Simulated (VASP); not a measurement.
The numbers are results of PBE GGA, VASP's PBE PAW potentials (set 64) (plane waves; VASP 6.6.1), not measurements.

A VASP calculation is set up with these files.

INCAR:
```
SYSTEM = NiSb
PREC = Accurate
ENCUT = 325
EDIFF = 1E-6
NELM = 100
ALGO = Normal
LREAL = .FALSE.
LASPH = .TRUE.
ISMEAR = 1
SIGMA = 0.1
GGA = PE
LMAXMIX = 4
LWAVE = .FALSE.
LCHARG = .FALSE.
ISIF = 2
```

KPOINTS:
```
Automatic
0
Gamma
 8 8 6
```

File POSCAR:
```
NiSb
1
    1.9650000000    -3.4034800000     0.0000000000
    1.9650000000     3.4034800000     0.0000000000
    0.0000000000     0.0000000000     5.1300000000
Ni Sb
2 2
Direct
  0.0000000000   0.0000000000   0.5000000000
  0.0000000000   0.0000000000   0.0000000000
  0.3333330000   0.6666670000   0.2500000000
  0.6666670000   0.3333330000   0.7500000000
```

POTCAR, in this order: Ni Sb (PBE.64 set). Program: vasp_std.

At this cut-off the stress carries a Pulay error, which pulls relaxed volumes low. Unless said otherwise, spin-orbit coupling is left out, though it shifts the bands of the heavy elements here.

**Question.** Predict the energy per atom (σ→0), pressure, band gap (on the k-mesh).

**Answer.** 
energy per atom (σ→0): -5.076 eV/atom
band gap (on the k-mesh): none (metal, semimetal or under 0.01 eV)
pressure: 34.8 kbar

### OSZICAR
```
...
DAV:   8    -0.203666015304E+02   -0.58224E-01   -0.15664E+00  2069   0.113E+01    0.268E+00
DAV:   9    -0.203032107489E+02    0.63391E-01   -0.24709E-01  1720   0.853E+00    0.672E-01
DAV:  10    -0.203038603800E+02   -0.64963E-03   -0.79079E-03  1598   0.753E-01    0.517E-01
DAV:  11    -0.203034462085E+02    0.41417E-03   -0.67697E-04  1812   0.207E-01    0.158E-01
DAV:  12    -0.203031966368E+02    0.24957E-03   -0.79942E-04  2094   0.466E-01    0.424E-02
DAV:  13    -0.203032028536E+02   -0.62168E-05   -0.85390E-05  1643   0.664E-02    0.387E-02
DAV:  14    -0.203032022333E+02    0.62037E-06   -0.35402E-06  1440   0.209E-02
   1 F= -.20303202E+02 E0= -.20303431E+02  d E =0.687154E-03
```

The compound is NiSb in the NiAs type structure. The cell was not relaxed at this level. The run is one of a series of settings (ENCUT = 325 against the base run), some of them coarse on purpose. The run is not spin-polarised, so no magnetic state was tried.
